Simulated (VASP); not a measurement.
Consider the following.

```
ZnS
1.0
    0.00000     2.64926     2.64926
    2.64926     0.00000     2.64926
    2.64926     2.64926     0.00000
Zn S
1 1
Direct
  0.00000   0.00000   0.00000
  0.25000   0.25000   0.25000
```

Method: LDA (Ceperley-Alder, Perdew-Zunger), VASP's LDA PAW potentials (set 64) (plane waves; VASP). Run with 400 eV cut-off, 8×8×8 Γ-centred mesh, Gaussian smearing of 0.050 eV, potentials Zn S.

**Question.** What does the run give for the energy per atom (σ→0), band gap (on the k-mesh) with the smallest direct gap where there is one?

**Answer.** 
```json
{
  "band gap (on the k-mesh)": "2.15 eV",
  "smallest direct gap (on the k-mesh)": "2.15 eV",
  "energy per atom (σ→0)": "-4.103 eV/atom"
}
```

The absolute energy has meaning only against runs of the same code, potentials and settings.

The compound is ZnS in the zinc blende structure. It was relaxed first, which changed the volume by -6 %. The start is the result of an earlier pass.
